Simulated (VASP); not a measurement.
All values below come from PBE GGA, VASP's PBE PAW potentials (set 64) (plane waves; VASP).

A VASP calculation is set up with these files.

### INCAR
```
SYSTEM = KBr
PREC = Accurate
ENCUT = 400
EDIFF = 1E-6
NELM = 100
ALGO = Normal
LREAL = .FALSE.
LASPH = .TRUE.
ISMEAR = 0
SIGMA = 0.05
GGA = PE
LMAXMIX = 4
LWAVE = .FALSE.
LCHARG = .FALSE.
ISIF = 2
```

**KPOINTS**
```
Automatic mesh
0
Gamma
6 6 6
0 0 0
```

File POSCAR:
```
KBr
1.0
  0.0000000000   3.3000000000   3.3000000000
  3.3000000000   0.0000000000   3.3000000000
  3.3000000000   3.3000000000   0.0000000000
K Br
1 1
Direct
  0.0000000000   0.0000000000   0.0000000000
  0.5000000000   0.5000000000   0.5000000000
```

POTCAR, in this order: K_sv Br (PBE.64 set). Program: vasp_std.

Output of the run:

File OSZICAR:
```
       N       E                     dE             d eps       ncg     rms          rms(c)
DAV:   1     0.858248306957E+02    0.85825E+02   -0.60714E+03   384   0.962E+02
DAV:   2    -0.161598484516E+01   -0.87441E+02   -0.84259E+02   504   0.235E+02
DAV:   3    -0.622904666312E+01   -0.46131E+01   -0.45979E+01   508   0.517E+01
DAV:   4    -0.638599978053E+01   -0.15695E+00   -0.15680E+00   632   0.822E+00
DAV:   5    -0.638761187630E+01   -0.16121E-02   -0.16120E-02   500   0.863E-01    0.313E+00
DAV:   6    -0.621585490687E+01    0.17176E+00   -0.28292E-01   464   0.277E+00    0.229E+00
DAV:   7    -0.620437714489E+01    0.11478E-01   -0.13691E-01   480   0.213E+00    0.106E+00
DAV:   8    -0.621363925100E+01   -0.92621E-02   -0.15373E-02   508   0.101E+00    0.127E-01
DAV:   9    -0.621423614467E+01   -0.59689E-03   -0.62285E-04   500   0.165E-01    0.819E-02
DAV:  10    -0.621470536798E+01   -0.46922E-03   -0.55151E-04   440   0.164E-01    0.171E-02
DAV:  11    -0.621471057107E+01   -0.52031E-05   -0.16109E-05   540   0.259E-02    0.408E-03
DAV:  12    -0.621471391762E+01   -0.33466E-05   -0.42006E-06   452   0.164E-02    0.523E-03
DAV:  13    -0.621471387434E+01    0.43282E-07   -0.33881E-07   384   0.371E-03
   1 F= -.62147139E+01 E0= -.62147139E+01  d E =-.106666E-12
```

**OUTCAR**
```
------------------------ aborting loop because EDIFF is reached ----------------------------------------
  FORCE on cell =-STRESS in cart. coord.  units (eV):
  Direction    XX          YY          ZZ          XY          YZ          ZX
  --------------------------------------------------------------------------------------
  Total        0.3321620      0.3321620      0.3321620      0.0000000      0.0000000     -0.0000000
  in kB        7.4043812      7.4043812      7.4043812      0.0000000      0.0000000     -0.0000000
  external PRESSURE =       7.4043812 kB  Pullay stress =       0.0000000 kB
  volume of cell :       71.87
      direct lattice vectors                 reciprocal lattice vectors
     0.000000000  3.300000000  3.300000000    -0.151515152  0.151515152  0.151515152
     3.300000000  0.000000000  3.300000000     0.151515152 -0.151515152  0.151515152
     3.300000000  3.300000000  0.000000000     0.151515152  0.151515152 -0.151515152
  FREE ENERGIE OF THE ION-ELECTRON SYSTEM (eV)
  ---------------------------------------------------
  free  energy   TOTEN  =        -6.2147138743 eV

  energy  without entropy=       -6.2147138743  energy(sigma->0) =       -6.21471387
```
(Selected blocks of OUTCAR.)

The compound is KBr in the rock salt structure. The cell was not relaxed at this level.
